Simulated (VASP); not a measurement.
**Fe (Iron): the relaxed cell at several levels**

How close do the usual functionals, with and without dispersion, come to the cell of Fe (Iron)? The levels: PBE, LDA, r2SCAN and PBE + D3(BJ). LASPH is on for some levels and off for others; the table marks which. The start is a cell from a database of measured crystal structures.

Main program and level: VASP 6.6.1; PBE, spin-polarised from a ferromagnetic start (one magnetic atom a cell); plane waves and PAW (Fe), in the first sound run; inputs show where later runs differ.

**What experiment says.**

For Fe, bcc (commercial iron metal powder), “Abiotic ammonium formation in the presence of Ni-Fe metals and alloys and its implications for the Hadean nitrogen cycle” (2008, pmc:2430951) gives, by powder XRD, LeBail refinement: lattice constant a (cubic cell parameter a) 2.866 ± 0.001 Å [commercial metal powder; measurement temperature not stated].

### 1. The structure

Before any relaxation, the start is as follows. It takes space group Im-3m (No. 229, cubic). Conventional cell: a = 2.865 Å, b = 2.865 Å, c = 2.865 Å, α = 90.00°, β = 90.00°, γ = 90.00°. Fe has 8 Fe at 2.48 Å nearest.

### 2. Relaxation with PBE

The start need not lie at this functional's minimum. ISIF = 3 frees volume, shape and positions, and EDIFFG sets the threshold on forces and stress at which the search stops. PBE, the usual starting point, adds the gradient of the density.

INCAR

```
SYSTEM = Fe
PREC = Accurate
ENCUT = 520
EDIFF = 1E-06
NELM = 100
ISMEAR = -1
SIGMA = 0.05
LREAL = .FALSE.
ALGO = Normal
GGA = PE
NBANDS = 10
ISPIN = 2
MAGMOM = 3
LMAXMIX = 4
LORBIT = 11
LWAVE = .FALSE.
LCHARG = .FALSE.
KPAR = 2
IBRION = 2
NSW = 60
ISIF = 3
EDIFFG = -0.01
```

POSCAR

```
Fe
1.0
   -1.4327000000      1.4327000000      1.4327000000
    1.4327000000     -1.4327000000      1.4327000000
    1.4327000000      1.4327000000     -1.4327000000
Fe
1
Direct
    0.0000000000      0.0000000000      0.0000000000
```

KPOINTS

```
Automatic mesh
0
Gamma
13 13 13
0 0 0
```

PAW data sets: Fe (PBE family, release 64).

Started as:

```
$ mpirun -np 2 vasp_std
```

The program printed:

```text
[banner, memory and clock lines left out]
running    2 mpi-ranks, on    1 nodes
 distrk:  each k-point on    1 cores,    2 groups
 distr:  one band on    1 cores,    1 groups

 POSCAR found type information on POSCAR Fe
 POSCAR found :  1 types and       1 ions
 LDA part: xc-table for (Slater+PW92), standard interpolation
 POSCAR, INCAR and KPOINTS ok, starting setup
 FFT: planning ... GRIDC
 FFT: planning ... GRID_SOFT
 FFT: planning ... GRID
 WAVECAR not read
 entering main loop
       N       E                     dE             d eps       ncg     rms          rms(c)
DAV:   1     0.189644836149E+02    0.18964E+02   -0.41210E+03  3500   0.968E+02
DAV:   2    -0.861599186311E+01   -0.27580E+02   -0.25690E+02  3386   0.134E+02
DAV:   3    -0.913444681224E+01   -0.51845E+00   -0.51660E+00  3792   0.236E+01
DAV:   4    -0.913672733334E+01   -0.22805E-02   -0.22802E-02  3634   0.143E+00
DAV:   5    -0.913674469986E+01   -0.17367E-04   -0.17367E-04  3662   0.121E-01    0.111E+01
DAV:   6    -0.831921714175E+01    0.81753E+00   -0.12334E+01  3666   0.519E+01    0.588E+00
DAV:   7    -0.824244531111E+01    0.76772E-01   -0.83000E-01  3686   0.130E+01    0.330E+00
DAV:   8    -0.823595795314E+01    0.64874E-02   -0.73233E-03  4180   0.642E-01    0.139E+00
DAV:   9    -0.822922462428E+01    0.67333E-02   -0.88752E-03  4308   0.626E-01    0.313E-01
DAV:  10    -0.822913644802E+01    0.88176E-04   -0.58291E-04  3702   0.355E-01    0.801E-02
DAV:  11    -0.822917814558E+01   -0.41698E-04   -0.19463E-04  3674   0.155E-01    0.431E-02
DAV:  12    -0.822917799786E+01    0.14772E-06   -0.61495E-06  3498   0.303E-02
   1 F= -.82291780E+01 E0= -.82240759E+01  d E =-.822918E+01  mag=     2.2434
 curvature:   0.00 expect dE= 0.000E+00 dE for cont linesearch  0.000E+00
 trial: gam= 0.00000 g(F)=  0.201E-61 g(S)=  0.322E-01 ort = 0.000E+00 (trialstep = 0.100E+01)
 search vector abs. value=  0.322E-01
 bond charge predicted
       N       E                     dE             d eps       ncg     rms          rms(c)
DAV:   1    -0.861360573568E+01   -0.38443E+00   -0.75967E+00  3628   0.449E+01    0.594E+00
DAV:   2    -0.826046585444E+01    0.35314E+00   -0.31802E+00  3656   0.259E+01    0.481E+00
DAV:   3    -0.823849237129E+01    0.21973E-01   -0.15535E-01  3696   0.588E+00    0.192E+00
DAV:   4    -0.823491791525E+01    0.35745E-02   -0.18121E-03  3706   0.606E-01    0.373E-01
DAV:   5    -0.823198530744E+01    0.29326E-02   -0.43815E-03  3704   0.529E-01    0.709E-02
DAV:   6    -0.823203098159E+01   -0.45674E-04   -0.12648E-04  3582   0.122E-01    0.408E-02
DAV:   7    -0.823202942962E+01    0.15520E-05   -0.10625E-05  3422   0.467E-02    0.186E-02
DAV:   8    -0.823202665968E+01    0.27699E-05   -0.78350E-07  2548   0.141E-02    0.345E-03
DAV:   9    -0.823202667302E+01   -0.13333E-07   -0.12979E-07  1686   0.456E-03
   2 F= -.82320267E+01 E0= -.82276556E+01  d E =-.284868E-02  mag=     2.1052
 trial-energy change:   -0.002849  1 .order   -0.001327   -0.032244    0.029590
 step:   0.5579(harm=  0.5215)  dis= 0.00000  next Energy=    -8.238436 (dE=-0.926E-02)
 bond charge predicted
       N       E                     dE             d eps       ncg     rms          rms(c)
DAV:   1    -0.831535575052E+01   -0.83329E-01   -0.15501E+00  3598   0.211E+01    0.276E+00
DAV:   2    -0.824828092209E+01    0.67075E-01   -0.81100E-01  3656   0.124E+01    0.253E+00
DAV:   3    -0.823975728397E+01    0.85236E-02   -0.57784E-02  3678   0.354E+00    0.847E-01
DAV:   4    -0.823903089976E+01    0.72638E-03   -0.78038E-04  3772   0.443E-01    0.213E-01
DAV:   5    -0.823841218281E+01    0.61872E-03   -0.88663E-04  3570   0.358E-01    0.502E-02
DAV:   6    -0.823841882099E+01   -0.66382E-05   -0.60530E-05  3660   0.101E-01    0.161E-02
DAV:   7    -0.823842074871E+01   -0.19277E-05   -0.24069E-06  3442   0.239E-02    0.105E-02
DAV:   8    -0.823842197828E+01   -0.12296E-05   -0.10373E-06  1748   0.120E-02    0.234E-03
DAV:   9    -0.823842197426E+01    0.40199E-08   -0.52230E-08  1680   0.309E-03
   3 F= -.82384220E+01 E0= -.82338428E+01  d E =-.924398E-02  mag=     2.1500
 curvature:  -0.26 expect dE=-0.628E-06 dE for cont linesearch -0.628E-06
 trial: gam=-0.00859 g(F)=  0.223E-62 g(S)=  0.242E-05 ort = 0.279E-03 (trialstep = 0.912E+00)
 search vector abs. value=  0.282E-09
 reached required accuracy - stopping structural energy minimisation
```

Run time: 20 s. Hardware: 2 MPI ranks of AMD EPYC 7R43, shared host; peak memory 0.21 GiB; 38 s of CPU time.

Lines that name or quote the potential files are left out of all logs, and their timing lines are given in words.

OUTCAR, selected parts (step 2):

```text
ion  position               nearest neighbor table
   1  0.000  0.000  0.000-

  LATTYP: Found a body centered cubic cell.
 ALAT       =     2.8654000000

 Subroutine GETGRP returns: Found 48 space group operations
 (whereof 48 operations were pure point group operations)

The static configuration has the point symmetry O_h .

 Found     84 irreducible k-points:

   k-points           NKPTS =     84   k-points in BZ     NKDIM =     84   number of bands    NBANDS=     10

   dimension x,y,z NGX =    18 NGY =   18 NGZ =   18
   dimension x,y,z NGXF=    36 NGYF=   36 NGZF=   36

   ENCUT  =  520.0 eV  38.22 Ry    6.18 a.u.   4.61  4.61  4.61*2*pi/ulx,y,z

   NELECT =       8.0000    total number of electrons

 k-points in reciprocal lattice and weights: Automatic mesh
   0.00000000  0.00000000  0.00000000       0.000
   0.07692308  0.00000000  0.00000000       0.005
   0.15384615  0.00000000  0.00000000       0.005
   0.23076923  0.00000000  0.00000000       0.005
   0.30769231  0.00000000  0.00000000       0.005
   0.38461538  0.00000000  0.00000000       0.005
   0.46153846  0.00000000  0.00000000       0.005
   0.07692308  0.07692308  0.00000000       0.011
   0.15384615  0.07692308 -0.00000000       0.022
[...]
-0.46153846 -0.46153846  0.38461538       0.004
  -0.46153846  0.46153846  0.46153846       0.003

 average (electrostatic) potential at core
       1 -43.3006

 E-fermi :   5.8552

 spin component 1
 k-point     1 :       0.0000    0.0000    0.0000
  band No.  band energies     occupation
    ...
      2       3.5461      1.00000
      3       3.5461      1.00000
      4       3.5461      1.00000
      5       4.8007      1.00000
      6       4.8007      1.00000
      7      30.9255      0.00000
      8      30.9255      0.00000
      9      30.9255      0.00000
     10      36.0360      0.00000

 k-point     2 :       0.0769    0.0000    0.0000
  band No.  band energies     occupation
    ...
      2       3.4795      1.00000
      3       3.5401      1.00000
      4       3.6778      1.00000
      5       4.7360      1.00000
      6       4.8063      1.00000
      7      29.3910      0.00000
      8      30.5490      0.00000
      9      30.7546      0.00000
     10      35.2359      0.00000

 k-point     3 :       0.1538    0.0000    0.0000
  band No.  band energies     occupation
    ...
      2       3.2981      1.00000
      3       3.4901      1.00000
      4       4.0541      1.00000
      5       4.6236      1.00000
      6       4.8249      1.00000
      7      26.2263      0.00000
      8      29.2621      0.00000
      9      30.3802      0.00000
     10      33.0737      0.00000

 k-point     4 :       0.2308    0.0000    0.0000
  band No.  band energies     occupation
    ...
      2       3.0496      1.00000
      3       3.4105      1.00000
      4       4.6121      1.00000
      5       4.6164      1.00000
      6       4.8596      1.00000
      7      22.6267      0.00000
      8      27.5647      0.00000
      9      29.9997      0.00000
     10      30.6597      0.00000

 k-point     5 :       0.3077    0.0000    0.0000
  band No.  band energies     occupation
    ...
      2       2.7943      1.00000
      3       3.6515      1.00000
      4       4.7196      1.00000
      5       4.9076      1.00000
      6       5.2619      0.99999
      7      19.0671      0.00000
      8      26.0350      0.00000
      9      28.6095      0.00000
     10      29.7023      0.00000

 k-point     6 :       0.3846    0.0000    0.0000
  band No.  band energies     occupation
    ...
      2       2.5890      1.00000
      3       4.5731      1.00000
      4       4.9565      1.00000
      5       4.9993      1.00000
      6       5.8442      0.55448
      7      15.8683      0.00000
      8      24.9203      0.00000
      9      27.0834      0.00000
     10      29.5075      0.00000

  Total       -0.0040907     -0.0040907     -0.0040907      0.0000000      0.0000000     -0.0000000
  in kB       -0.5789535     -0.5789535     -0.5789535      0.0000000      0.0000000     -0.0000000
  external PRESSURE =      -0.5789535 kB  Pullay stress =       0.0000000 kB

  energy-cutoff  :      520.00
  volume of cell :       11.32
      direct lattice vectors                 reciprocal lattice vectors
    -1.414499772  1.414499772  1.414499772     0.000000000  0.353481853  0.353481853
     1.414499772 -1.414499772  1.414499772     0.353481853  0.000000000  0.353481853
     1.414499772  1.414499772 -1.414499772     0.353481853  0.353481853  0.000000000

 POSITION                                       TOTAL-FORCE (eV/Angst)
 -----------------------------------------------------------------------------------
      0.00000     -0.00000      0.00000        -0.000000     -0.000000      0.000000
 -----------------------------------------------------------------------------------
    total drift:                                0.000000     -0.000000      0.000000

  FREE ENERGIE OF THE ION-ELECTRON SYSTEM (eV)
  ---------------------------------------------------
  free  energy   TOTEN  =        -8.2384219743 eV

  energy  without entropy=       -8.2292636119  energy(sigma->0) =       -8.23384279

 reached required accuracy - stopping structural energy minimisation

 total charge
# of ion       s       p       d       tot
------------------------------------------
    1        0.488   0.543   6.244   7.276

 magnetization (x)
# of ion       s       p       d       tot
------------------------------------------
    1       -0.014  -0.059   2.222   2.148

[... 6 further parts left out ...]
```

The cell holds one magnetic atom, so no antiferromagnetic order fits into it. LASPH is off, so gradient terms of the non-spherical density inside the spheres are left out; for open d or f shells this can shift gaps and moments. The run keeps the 48 symmetry operations of its start, so it cannot find a distortion of lower symmetry.

Relaxation path:

```csv
step,energy less that of the first step (eV),largest force (eV/Å),pressure (GPa),volume (Å³)
1,0.0000,0.0000,-6.43,11.76
2,-0.0028,0.0000,6.32,10.98
3,-0.0092,0.0000,-0.06,11.32
```

| conventional cell, symmetrised | before | after | change |
| --- | --- | --- | --- |
| a (Å) | 2.865 | 2.829 | -1.3 % |
| b (Å) | 2.865 | 2.829 | -1.3 % |
| c (Å) | 2.865 | 2.829 | -1.3 % |
| volume (Å³/atom) | 11.76 | 11.32 | -3.8 % |

Final coordinates:

```xyz
1
Lattice="-1.4145 1.4145 1.4145 1.4145 -1.4145 1.4145 1.4145 1.4145 -1.4145" Properties=species:S:1:pos:R:3 pbc="T T T"
Fe    0.0000    0.0000    0.0000
```

Numbers from this step:

```
electrons                                         : 8
bands                                             : 10
irreducible k-points                              : 84
symmetry operations                               : 48
free energy (TOTEN)                               : -8.238 eV
energy at zero smearing                           : -8.234 eV
Fermi energy                                      : 5.855 eV
pressure                                          : -0.05790 GPa
moment of the cell, from the last line of the log : 2.15 μB
metallic                                          : yes
SCF cycles over all ionic steps                   : 30
```

Spin moment in the PAW sphere by atom:

```
atom  spin moment in the PAW sphere (μB)
 Fe1                                2.15
```

It ends with forces that vanish by symmetry and a pressure of -0.06 GPa. The volume lies -3.8 % from that of the database's start, which holds the thermal and zero-point expansion of its experiment. The conventional cell has a = 2.829 Å. Against its usual tendency, PBE gives a cell smaller than the listed one. The largest moment is 2.15 μB.

(Part 1 of 3 ends here.)

[Lines on the potential files, build, host, timing and source positions are cut from VASP's logs without a mark.]

[Logs are printed without paths, hosts, clocks, repeated set-up lines and the standing remarks that a program may print on its own settings, such as how far it seeks lower states.]

[Hosts, paths, dates, database ids (printed as entryN), source tags and the programs' standing remarks are cut or masked in the printed files.]

[A measured line is paired with the nearest computed mode of its activity, which favours agreement.]
